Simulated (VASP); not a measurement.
**CsReC2: single point with PBE**

Crystal: CsReC2.

```
Cs Re C
1.0
     3.05920    0.00000    0.00000
     0.00000    3.05920    0.00000
     0.00000    0.00000    6.74558
Cs Re C
1 1 2
Direct
  0.00000 0.00000 0.50000
  0.00000 0.00000 0.00000
  0.50000 0.50000 0.10995
  0.50000 0.50000 0.89005
```

The cell was built by a generator and needn't be a form met in nature.

- Program: VASP 6.6.1
- Task: single point
- Functional: PBE
- Potentials or basis: VASP PAW PBE potentials, release 64 (Cs_sv, Re, C)
- Cutoff: 520 eV
- k mesh: 16 × 16 × 8
- Occupations: gaussian, width 0.1 eV
- Spin: no spin polarisation

| Quantity | Value |
| --- | --- |
| Pressure | 1.1 GPa |
| Largest force | 0.060 eV/Å |
| Band gap on the k mesh | none (metal or under the smearing width) |

Forces in eV/Å, atoms in the order of the input:
```
Cs   0.000  0.000  0.000
Re   0.000  0.000  0.000
C    0.000  0.000  0.060
C    0.000  0.000 -0.060
```

Stress tensor (GPa, compression positive):
```
1.41 0.00 0.00
0.00 1.41 0.00
0.00 0.00 0.60
```

Levels at points of the mesh, in eV from the Fermi level:
| k point | band 9 | band 10 | band 11 | band 12 | band 13 | band 14 | band 15 | band 16 |
| --- | --- | --- | --- | --- | --- | --- | --- | --- |
| (0.00, 0.00, 0.00) | -2.79 | -2.79 | -1.95 | -1.95 | -0.71 | 0.34 | 1.51 | 2.28 |
| (0.50, 0.00, 0.00) | -2.98 | -1.72 | -0.74 | -0.16 | 0.73 | 0.83 | 2.74 | 2.87 |
| (0.50, 0.50, 0.00) | -4.81 | -4.81 | -3.15 | -0.81 | 0.19 | 1.47 | 2.69 | 3.42 |
| (0.00, 0.00, 0.50) | -2.82 | -2.82 | -1.89 | -1.89 | -0.71 | 0.75 | 1.48 | 1.92 |
| (0.50, 0.00, 0.50) | -3.79 | -1.57 | -0.71 | -0.13 | 0.83 | 1.34 | 2.69 | 3.51 |
| (0.50, 0.50, 0.50) | -4.64 | -4.64 | -2.36 | -0.79 | -0.01 | 1.47 | 2.62 | 3.14 |

Run time: 5.1 min on 1 thread of Intel(R) Xeon(R) Platinum 8488C (Sapphire Rapids), on a shared host, peak memory 0.41 GiB.

Spin-orbit coupling is left out, which matters for the levels of Cs, Re.
